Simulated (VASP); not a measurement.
Given:

```xyz
6
Lattice="1.5582 -2.6989 0.0000 1.5582 2.6989 0.0000 0.0000 0.0000 11.9256" Properties=species:S:1:pos:R:3 pbc="T T T"
Mo     1.5582     0.8996     2.9814
Mo     1.5582    -0.8996     8.9442
S      1.5582     0.8996    10.4936
S      1.5582    -0.8996     4.5308
S      1.5582    -0.8996     1.4320
S      1.5582     0.8996     7.3948
```

All values below come from PBE GGA with D3 dispersion (Becke-Johnson damping), VASP's PBE PAW potentials (set 64) (plane waves; VASP). Numerical set-up: 520 eV cut-off, 8×8×2 Γ-centred mesh, Gaussian smearing of 0.050 eV, potentials Mo_sv S.

**Question.** The ions and cell shape at fixed volume are relaxed. Predict the relaxed structure.

**Answer.** 
```xyz
6
Lattice="1.5658 -2.7121 0.0000 1.5658 2.7121 0.0000 0.0000 0.0000 11.8100" Properties=species:S:1:pos:R:3 pbc="T T T"
Mo     1.5658     0.9040     2.9525
Mo     1.5658    -0.9040     8.8575
S      1.5658     0.9040    10.4237
S      1.5658    -0.9040     4.5187
S      1.5658    -0.9040     1.3863
S      1.5658     0.9040     7.2912
```
Space group P6_3/mmc (194), at a tolerance of 0.03 Å.

**Question.** How much energy does the relaxation gain?

**Answer.** The energy (σ→0) changes by -5.0 meV/atom, in 5 ionic steps.

| step | E(σ→0) (eV) | max force (eV/Å) | pressure (GPa) | volume (Å³) |
|---|---|---|---|---|
| 1 | -46.1187 | 0.504 | 5.17 | 100.31 |
| 2 | -46.1391 | 0.047 | 2.51 | 100.31 |
| 3 | -46.1398 | 0.034 | 2.91 | 100.31 |
| 4 | -46.1473 | 0.018 | 2.35 | 100.31 |
| 5 | -46.1488 | 0.005 | 1.97 | 100.31 |

The compound is MoS2 in the 2H layered structure. This cell is one point of a volume scan, at 0.97 of the reference volume. Symmetry was kept, so distortions that lower it aren't found.
